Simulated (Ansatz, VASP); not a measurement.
# Os3W2 in two plane-wave programs

One calculation is typed for both programs; each brings its own data sets and cutoff. How far apart do they land?

Calculated with Ansatz 0.2.0; plane waves, with VASP 6.6.1 beside it; single point at LDA.

### 1. Starting point

The cell holds 20 atoms: 12 Os and 8 W. Cell: a = 5.500 Å, b = 5.500 Å, c = 22.700 Å, α = 90.0°, β = 90.0°, γ = 60.0°. It derives from Os. As first built, before any earlier steps moved the atoms (in the runner's words): kind: overlayer; added: W; how: under the top layer, both faces;. Regions: layer 1, 4 atoms (4 Os); layer 2, 4 atoms (4 W); layer 3, 4 atoms (4 Os); other layers, 8 atoms (4 W and 4 Os). Vacuum lies along c.

### 2. VASP: single point, LDA

With cell and atoms fixed, the geometry can't cause a difference; cores, projectors, grids and the points listed under the comparison can.

Lines of VASP's logs that name or quote its potential files are left out, and so is its time.

The input, INCAR:

```
SYSTEM = Os3W2
PREC = Normal
ENCUT = 330
EDIFF = 1E-05
NELM = 120
ISMEAR = 0
SIGMA = 0.1
LREAL = Auto
ALGO = Fast
GGA = CA
NBANDS = 92
LASPH = .TRUE.
LORBIT = 11
LWAVE = .FALSE.
LCHARG = .FALSE.
KPAR = 2
NCORE = 4
ICORELEVEL = 1
ISIF = 0
LVHAR = .TRUE.
```

The input, POSCAR:

```
Os3W2
1.0
    5.5000000000      0.0000000000      0.0000000000
    2.7500000000      4.7631397208      0.0000000000
    0.0000000000      0.0000000000     22.7000000000
Os W
12 8
Direct
    0.0000000000      0.0000000000      0.6894395931
    0.5000000000      0.0000000000      0.6894395931
    0.0000000000      0.5000000000      0.6894395931
    0.5000000000      0.5000000000      0.6894395931
    0.0000000000      0.0000000000      0.5000000000
    0.5000000000      0.0000000000      0.5000000000
    0.0000000000      0.5000000000      0.5000000000
    0.5000000000      0.5000000000      0.5000000000
    0.0000000000      0.0000000000      0.3105604069
    0.5000000000      0.0000000000      0.3105604069
    0.0000000000      0.5000000000      0.3105604069
    0.5000000000      0.5000000000      0.3105604069
    0.8333333330      0.3333333330      0.5982527422
    0.3333333330      0.3333333330      0.5982527422
    0.8333333330      0.8333333330      0.5982527422
    0.3333333330      0.8333333330      0.5982527422
    0.8333333330      0.3333333330      0.4017472578
    0.3333333330      0.3333333330      0.4017472578
    0.8333333330      0.8333333330      0.4017472578
    0.3333333330      0.8333333330      0.4017472578
```

The input, KPOINTS:

```
Automatic mesh
0
Gamma
4 4 1
0 0 0
```

PAW data sets: Os and W (PBE family, release 64).

Started as:

```bash
$ mpirun -np 8 vasp_std
```

Numbers of over 12 decimals in the logs are rounded to 6 here.

Output:

```text
[banner, memory and clock lines left out]
running    8 mpi-ranks, on    1 nodes
 distrk:  each k-point on    4 cores,    2 groups
 distr:  one band on    4 cores,    1 groups

 POSCAR found type information on POSCAR OsW
 POSCAR found :  2 types and      20 ions
|                                                                             |
|               ----> ADVICE to this user running VASP <----                  |
|                                                                             |
|     You enforced a specific xc type in the INCAR file but a different       |
|     [... a line on the potential file left out ...]
|     I HOPE YOU KNOW WHAT YOU ARE DOING!                                     |
|                                                                             |

 LDA part: xc-table for (Slater(with rela. corr.)+CA(PZ))
 , standard interpolation
 POSCAR, INCAR and KPOINTS ok, starting setup
 FFT: planning ... GRIDC
 FFT: planning ... GRID_SOFT
 FFT: planning ... GRID
 WAVECAR not read
 entering main loop
       N       E                     dE             d eps       ncg     rms          rms(c)
DAV:   1     0.701132551184E+03    0.70113E+03   -0.48313E+04   736   0.942E+02
DAV:   2    -0.180917932308E+03   -0.88205E+03   -0.81904E+03   904   0.332E+02
DAV:   3    -0.268461451935E+03   -0.87544E+02   -0.80696E+02   944   0.908E+01
DAV:   4    -0.274202162819E+03   -0.57407E+01   -0.56397E+01  1056   0.215E+01
DAV:   5    -0.274426826363E+03   -0.22466E+00   -0.22343E+00  1196   0.384E+00    0.957E+01
RMM:   6    -0.274178121793E+03    0.24870E+00   -0.11513E+02   908   0.250E+01    0.456E+01
RMM:   7    -0.343306204155E+03   -0.69128E+02   -0.33236E+02  1127   0.371E+01    0.506E+01
RMM:   8    -0.258731776587E+03    0.84574E+02   -0.13241E+02   966   0.277E+01    0.151E+01
RMM:   9    -0.254886870346E+03    0.38449E+01   -0.25165E+01   887   0.135E+01    0.651E+00
RMM:  10    -0.255500304882E+03   -0.61343E+00   -0.66795E+00  1071   0.553E+00    0.433E+00
RMM:  11    -0.255489368634E+03    0.10936E-01   -0.63590E-01  1043   0.187E+00    0.393E+00
RMM:  12    -0.255391111996E+03    0.98257E-01   -0.12671E-01   977   0.885E-01    0.339E+00
RMM:  13    -0.255412754100E+03   -0.21642E-01   -0.96153E-01  1242   0.195E+00    0.248E+00
RMM:  14    -0.255380501944E+03    0.32252E-01   -0.37988E-02   915   0.539E-01    0.172E+00
[...]
RMM:  22    -0.255327126191E+03   -0.66652E-04   -0.59257E-04  1020   0.496E-02    0.457E-02
RMM:  23    -0.255327286718E+03   -0.16053E-03   -0.62026E-05   750   0.276E-02    0.276E-02
RMM:  24    -0.255327477324E+03   -0.19061E-03   -0.36904E-05   624   0.144E-02    0.116E-02
RMM:  25    -0.255327539988E+03   -0.62664E-04   -0.14110E-05   530   0.912E-03    0.145E-02
RMM:  26    -0.255327572336E+03   -0.32348E-04   -0.24487E-05   519   0.123E-02    0.115E-02
RMM:  27    -0.255327602821E+03   -0.30485E-04   -0.71848E-06   487   0.125E-02    0.814E-03
RMM:  28    -0.255327616872E+03   -0.14052E-04   -0.25570E-06   439   0.483E-03    0.571E-03
RMM:  29    -0.255327622723E+03   -0.58507E-05   -0.23605E-06   445   0.544E-03
   1 F= -.25532762E+03 E0= -.25526680E+03  d E =-.121637E+00
```

OUTCAR, selected parts (step 2):

```text
ion  position               nearest neighbor table
   1  0.000  0.000  0.689-  13 2.61  16 2.61  15 2.61   3 2.75   3 2.75   4 2.75   4 2.75   2 2.75
                             2 2.75
   2  0.500  0.000  0.689-  14 2.61  15 2.61  16 2.61   4 2.75   3 2.75   4 2.75   3 2.75   1 2.75
                             1 2.75
   3  0.000  0.500  0.689-  15 2.61  14 2.61  13 2.61   1 2.75   1 2.75   2 2.75   2 2.75   4 2.75
                             4 2.75
   4  0.500  0.500  0.689-  16 2.61  13 2.61  14 2.61   2 2.75   1 2.75   2 2.75   1 2.75   3 2.75
                             3 2.75
   5  0.000  0.000  0.500-  13 2.74  17 2.74  16 2.74  20 2.74  19 2.74  15 2.74   7 2.75   7 2.75
                             8 2.75   8 2.75   6 2.75   6 2.75
   6  0.500  0.000  0.500-  14 2.74  18 2.74  15 2.74  19 2.74  16 2.74  20 2.74   8 2.75   7 2.75
                             8 2.75   7 2.75   5 2.75   5 2.75
   7  0.000  0.500  0.500-  15 2.74  19 2.74  18 2.74  14 2.74  13 2.74  17 2.74   5 2.75   5 2.75
                             6 2.75   6 2.75   8 2.75   8 2.75
   8  0.500  0.500  0.500-  16 2.74  20 2.74  17 2.74  13 2.74  18 2.74  14 2.74   6 2.75   5 2.75
                             6 2.75   5 2.75   7 2.75   7 2.75
   9  0.000  0.000  0.311-  17 2.61  20 2.61  19 2.61  11 2.75  11 2.75  12 2.75  12 2.75  10 2.75
                            10 2.75
  10  0.500  0.000  0.311-  18 2.61  19 2.61  20 2.61  12 2.75  11 2.75  12 2.75  11 2.75   9 2.75
                             9 2.75
  11  0.000  0.500  0.311-  19 2.61  18 2.61  17 2.61   9 2.75   9 2.75  10 2.75  10 2.75  12 2.75
                            12 2.75
  12  0.500  0.500  0.311-  20 2.61  17 2.61  18 2.61  10 2.75   9 2.75  10 2.75   9 2.75  11 2.75
                            11 2.75
  13  0.833  0.333  0.598-   1 2.61   4 2.61   3 2.61   5 2.74   8 2.74   7 2.74  15 2.75  15 2.75
                            16 2.75  16 2.75  14 2.75  14 2.75
  14  0.333  0.333  0.598-   2 2.61   3 2.61   4 2.61   6 2.74   7 2.74   8 2.74  16 2.75  15 2.75
                            16 2.75  15 2.75  13 2.75  13 2.75
  15  0.833  0.833  0.598-   3 2.61   2 2.61   1 2.61   7 2.74   6 2.74   5 2.74  13 2.75  13 2.75
                            14 2.75  14 2.75  16 2.75  16 2.75
  16  0.333  0.833  0.598-   4 2.61   1 2.61   2 2.61   8 2.74   5 2.74   6 2.74  14 2.75  13 2.75
                            14 2.75  13 2.75  15 2.75  15 2.75
  17  0.833  0.333  0.402-   9 2.61  12 2.61  11 2.61   5 2.74   8 2.74   7 2.74  19 2.75  19 2.75
                            20 2.75  20 2.75  18 2.75  18 2.75
  18  0.333  0.333  0.402-  10 2.61  11 2.61  12 2.61   6 2.74   7 2.74   8 2.74  20 2.75  19 2.75
                            20 2.75  19 2.75  17 2.75  17 2.75
  19  0.833  0.833  0.402-  11 2.61  10 2.61   9 2.61   7 2.74   6 2.74   5 2.74  17 2.75  17 2.75
                            18 2.75  18 2.75  20 2.75  20 2.75
  20  0.333  0.833  0.402-  12 2.61   9 2.61  10 2.61   8 2.74   5 2.74   6 2.74  18 2.75  17 2.75
                            18 2.75  17 2.75  19 2.75  19 2.75

  LATTYP: Found a hexagonal cell.
 ALAT       =     5.5000000000
 C/A-ratio  =     4.1272727273

 Subroutine GETGRP returns: Found 12 space group operations
 (whereof 12 operations were pure point group operations)

The static configuration has the point symmetry D_3h.

 Found      4 irreducible k-points:

   k-points           NKPTS =      4   k-points in BZ     NKDIM =      4   number of bands    NBANDS=     92

   dimension x,y,z NGX =    24 NGY =   24 NGZ =  108
   dimension x,y,z NGXF=    48 NGYF=   48 NGZF=  216

   ENCUT  =  330.0 eV  24.25 Ry    4.92 a.u.   8.15  8.15 33.62*2*pi/ulx,y,z

   NELECT =     144.0000    total number of electrons

 k-points in reciprocal lattice and weights: Automatic mesh
   0.00000000  0.00000000  0.00000000       0.062
   0.25000000  0.00000000  0.00000000       0.375
   0.50000000  0.00000000  0.00000000       0.188
   0.50000000  0.25000000  0.00000000       0.375

 the core state eigenenergies are
   1-  1s -73839.8320  2s -12852.3839  2p -11187.4888  3s  -2985.7001  3p  -2497.0820
       3d  -1952.1755  4s   -624.5350  4p   -464.3156  4d   -265.6401  4f    -44.8857
       5s    -84.1865  5p    -43.5370
   2-  1s -73839.8320  2s -12852.3839  2p -11187.4888  3s  -2985.7001  3p  -2497.0820
       3d  -1952.1755  4s   -624.5350  4p   -464.3156  4d   -265.6401  4f    -44.8857
       5s    -84.1865  5p    -43.5370
   3-  1s -73839.8320  2s -12852.3839  2p -11187.4888  3s  -2985.7001  3p  -2497.0820
       3d  -1952.1755  4s   -624.5350  4p   -464.3156  4d   -265.6401  4f    -44.8857
       5s    -84.1865  5p    -43.5370
   4-  1s -73839.8320  2s -12852.3839  2p -11187.4888  3s  -2985.7001  3p  -2497.0820
       3d  -1952.1755  4s   -624.5350  4p   -464.3156  4d   -265.6401  4f    -44.8857
       5s    -84.1865  5p    -43.5370
   5-  1s -73839.9308  2s -12852.5184  2p -11187.6203  3s  -2985.8432  3p  -2497.2249
       3d  -1952.3194  4s   -624.6906  4p   -464.4726  4d   -265.7995  4f    -45.0494
       5s    -84.3762  5p    -43.7349
   6-  1s -73839.9308  2s -12852.5184  2p -11187.6203  3s  -2985.8432  3p  -2497.2249
       3d  -1952.3194  4s   -624.6906  4p   -464.4726  4d   -265.7995  4f    -45.0494
       5s    -84.3762  5p    -43.7349
   7-  1s -73839.9308  2s -12852.5184  2p -11187.6203  3s  -2985.8432  3p  -2497.2249
       3d  -1952.3194  4s   -624.6906  4p   -464.4726  4d   -265.7995  4f    -45.0494
       5s    -84.3762  5p    -43.7349
   8-  1s -73839.9308  2s -12852.5184  2p -11187.6203  3s  -2985.8432  3p  -2497.2249
       3d  -1952.3194  4s   -624.6906  4p   -464.4726  4d   -265.7995  4f    -45.0494
       5s    -84.3762  5p    -43.7349
   9-  1s -73839.8320  2s -12852.3839  2p -11187.4888  3s  -2985.7001  3p  -2497.0820
       3d  -1952.1755  4s   -624.5350  4p   -464.3156  4d   -265.6401  4f    -44.8857
       5s    -84.1865  5p    -43.5370
  10-  1s -73839.8320  2s -12852.3839  2p -11187.4888  3s  -2985.7001  3p  -2497.0820
       3d  -1952.1755  4s   -624.5350  4p   -464.3156  4d   -265.6401  4f    -44.8857
       5s    -84.1865  5p    -43.5370
  11-  1s -73839.8320  2s -12852.3839  2p -11187.4888  3s  -2985.7001  3p  -2497.0820
       3d  -1952.1755  4s   -624.5350  4p   -464.3156  4d   -265.6401  4f    -44.8857
       5s    -84.1865  5p    -43.5370
  12-  1s -73839.8320  2s -12852.3839  2p -11187.4888  3s  -2985.7001  3p  -2497.0820
       3d  -1952.1755  4s   -624.5350  4p   -464.3156  4d   -265.6401  4f    -44.8857
       5s    -84.1865  5p    -43.5370
  13-  1s -69460.2386  2s -11981.0880  2p -10474.6731  3s  -2753.8532  3p  -2307.9650
       3d  -1795.9204  4s   -562.4066  4p   -416.1975  4d   -231.0831  4f    -26.0030
       5s    -71.8135  5p    -36.1207
  14-  1s -69460.2386  2s -11981.0880  2p -10474.6731  3s  -2753.8532  3p  -2307.9650
       3d  -1795.9204  4s   -562.4066  4p   -416.1975  4d   -231.0831  4f    -26.0030
       5s    -71.8135  5p    -36.1207
  15-  1s -69460.2386  2s -11981.0880  2p -10474.6731  3s  -2753.8532  3p  -2307.9650
       3d  -1795.9204  4s   -562.4066  4p   -416.1975  4d   -231.0831  4f    -26.0030
       5s    -71.8135  5p    -36.1207
  16-  1s -69460.2386  2s -11981.0880  2p -10474.6731  3s  -2753.8532  3p  -2307.9650
       3d  -1795.9204  4s   -562.4066  4p   -416.1975  4d   -231.0831  4f    -26.0030
       5s    -71.8135  5p    -36.1207
  17-  1s -69460.2386  2s -11981.0880  2p -10474.6731  3s  -2753.8532  3p  -2307.9650
       3d  -1795.9204  4s   -562.4066  4p   -416.1975  4d   -231.0831  4f    -26.0030
       5s    -71.8135  5p    -36.1207
  18-  1s -69460.2386  2s -11981.0880  2p -10474.6731  3s  -2753.8532  3p  -2307.9650
       3d  -1795.9204  4s   -562.4066  4p   -416.1975  4d   -231.0831  4f    -26.0030
       5s    -71.8135  5p    -36.1207
  19-  1s -69460.2386  2s -11981.0880  2p -10474.6731  3s  -2753.8532  3p  -2307.9650
[...]
3d  -1795.9204  4s   -562.4066  4p   -416.1975  4d   -231.0831  4f    -26.0030
       5s    -71.8135  5p    -36.1207

 E-fermi :   1.3323

 k-point     1 :       0.0000    0.0000    0.0000
  band No.  band energies     occupation
    ...
     60       1.0480      1.99994
     61       1.0480      1.99994
     62       1.1791      1.96975
     63       1.1791      1.96975
     64       1.1791      1.96975
     65       1.4564      0.07934
     66       1.4564      0.07934
     67       1.4564      0.07934
     68       1.5560      0.00156
     69       1.5560      0.00156
    ...

 k-point     2 :       0.2500    0.0000    0.0000
  band No.  band energies     occupation
    ...
     68       1.1019      1.99888
     69       1.1086      1.99844
     70       1.1086      1.99844
     71       1.2110      1.91377
     72       1.2787      1.55211
     73       1.3931      0.38973
     74       1.6198      0.00005
     75       1.8233      0.00000
     76       1.8233      0.00000
     77       2.1952      0.00000
    ...

 k-point     3 :       0.5000    0.0000    0.0000
  band No.  band energies     occupation
    ...
     68       0.7904      2.00000
     69       1.0903      1.99938
     70       1.0903      1.99938
     71       1.2379      1.81811
     72       1.2379      1.81811
     73       1.3847      0.45905
     74       1.3847      0.45905
     75       1.6168      0.00006
     76       1.6168      0.00006
     77       1.6858      0.00000
    ...

  energy-cutoff  :      330.00
  volume of cell :      594.68
      direct lattice vectors                 reciprocal lattice vectors
     5.500000000  0.000000000  0.000000000     0.181818182 -0.104972776  0.000000000
     2.750000000  4.763139721  0.000000000     0.000000000  0.209945552  0.000000000
     0.000000000  0.000000000 22.700000000     0.000000000  0.000000000  0.044052863

 POSITION                                       TOTAL-FORCE (eV/Angst)
 -----------------------------------------------------------------------------------
      0.00000      0.00000     15.65028         0.000000     -0.000000     -0.023750
      2.75000      0.00000     15.65028         0.000000     -0.000000     -0.023750
      1.37500      2.38157     15.65028         0.000000     -0.000000     -0.023750
      4.12500      2.38157     15.65028         0.000000      0.000000     -0.023750
      0.00000      0.00000     11.35000        -0.000000     -0.000000     -0.000000
      2.75000      0.00000     11.35000        -0.000000     -0.000000     -0.000000
      1.37500      2.38157     11.35000         0.000000     -0.000000     -0.000000
      4.12500      2.38157     11.35000         0.000000     -0.000000     -0.000000
      0.00000      0.00000      7.04972        -0.000000      0.000000      0.023750
      2.75000      0.00000      7.04972        -0.000000      0.000000      0.023750
      1.37500      2.38157      7.04972         0.000000      0.000000      0.023750
      4.12500      2.38157      7.04972        -0.000000      0.000000      0.023750
      5.50000      1.58771     13.58034        -0.000000     -0.000000      0.017401
      2.75000      1.58771     13.58034        -0.000000      0.000000      0.017401
      6.87500      3.96928     13.58034        -0.000000      0.000000      0.017401
      4.12500      3.96928     13.58034        -0.000000      0.000000      0.017401
      5.50000      1.58771      9.11966        -0.000000     -0.000000     -0.017401
      2.75000      1.58771      9.11966         0.000000      0.000000     -0.017401
      6.87500      3.96928      9.11966        -0.000000     -0.000000     -0.017401
      4.12500      3.96928      9.11966         0.000000     -0.000000     -0.017401
 -----------------------------------------------------------------------------------
    total drift:                               -0.000001     -0.000000      0.000000

  FREE ENERGIE OF THE ION-ELECTRON SYSTEM (eV)
  ---------------------------------------------------
  free  energy   TOTEN  =      -255.3276227228 eV

  energy  without entropy=     -255.2059859704  energy(sigma->0) =     -255.26680435

 total charge
# of ion       s       p       d       tot
------------------------------------------
    1        0.683   0.571   6.119   7.373
    2        0.683   0.571   6.119   7.373
    3        0.683   0.571   6.119   7.373
    4        0.683   0.571   6.119   7.373
    5        0.677   0.739   6.136   7.551
    6        0.677   0.739   6.136   7.551
    7        0.677   0.739   6.136   7.551
    8        0.677   0.739   6.136   7.551
    9        0.683   0.571   6.119   7.373
   10        0.683   0.571   6.119   7.373
   11        0.683   0.571   6.119   7.373
   12        0.683   0.571   6.119   7.373
   13        0.710   0.751   4.470   5.931
   14        0.710   0.751   4.470   5.931
   15        0.710   0.751   4.470   5.931
   16        0.710   0.751   4.470   5.931
   17        0.710   0.751   4.470   5.931
   18        0.710   0.751   4.470   5.931
   19        0.710   0.751   4.470   5.931
   20        0.710   0.751   4.470   5.931
--------------------------------------------------
tot         13.847  13.535 109.260 136.642

[... 1 further part left out ...]
```

These are scalar-relativistic Kohn-Sham levels of the ground state, with no core hole, so they are not binding energies. The PAW data sets were made with PBE, though LDA sets exist; this is a small mismatch.

(Continued in part 2 of 2.)

[Lines on the potential files, build, host, timing and source positions are cut from VASP's logs without a mark.]

[Logs are printed without paths, hosts, clocks, repeated set-up lines and the standing remarks that a program may print on its own settings, such as how far it seeks lower states.]

[Hosts, paths, dates, database ids (printed as entryN), source tags and the programs' standing remarks are cut or masked in the printed files.]

[VASP's PBE data sets in a run with another functional are called a small mismatch above; for pressures it isn't always small: they can move by 1 GPa and more.]
